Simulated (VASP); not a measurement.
Given:

```xyz
2
Lattice="0.0000 3.1110 3.1110 3.1110 0.0000 3.1110 3.1110 3.1110 0.0000" Properties=species:S:1:pos:R:3 pbc="T T T"
Ga     0.0000     0.0000     0.0000
Sb     1.5555     1.5555     1.5555
```

Computed with PBE GGA, VASP's PBE PAW potentials (set 64) (plane waves; VASP 6.6.1). Numerical set-up: 400 eV cut-off, 7×7×7 Γ-centred mesh, first-order Methfessel-Paxton smearing of 0.10 eV, potentials Ga_d Sb.

Unless said otherwise, spin-orbit coupling is left out, though it shifts the bands of the heavy elements here.

Q: Predict the energy per atom (σ→0), band gap (on the k-mesh) with the smallest direct gap where there is one.

A: 
```yaml
band gap (on the k-mesh): none (metal, semimetal or under 0.01 eV)
energy per atom (σ→0): -3.679 eV/atom
```

The compound is GaSb in the zinc blende structure. The cell was not relaxed at this level. The run is one of a series of settings (ISMEAR = 1, SIGMA = 0.1 against the base run), some of them coarse on purpose.
